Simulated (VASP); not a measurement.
Consider the following.

```
CELL_PARAMETERS angstrom
      0.00000     2.75053     2.75053
      2.75053     0.00000     2.75053
      2.75053     2.75053     0.00000
ATOMIC_POSITIONS crystal
  Ga 0.00000 0.00000 0.00000
  P  0.25000 0.25000 0.25000
```

All values below come from PBE GGA, VASP's PBE PAW potentials (set 64) (plane waves; VASP 6.6.1). Settings: 400 eV cut-off, 9×9×9 Γ-centred mesh, tetrahedra with Blöchl corrections, potentials Ga_d P.

Task: What does the run give for the energy per atom (σ→0), band gap (on the k-mesh) with the smallest direct gap where there is one?

Result: 
```
Item                                          Value
-----------------------------------  --------------
band gap (on the k-mesh)                    1.60 eV
smallest direct gap (on the k-mesh)         1.60 eV
energy per atom (σ→0)                -4.563 eV/atom
```

Total energies compare only between runs with the same potentials, cut-off and functional.

The structure was generated: GaP was put into the zinc blende type (F-43m), which need not be its known phase. It was relaxed first, which changed the volume by +13 %.
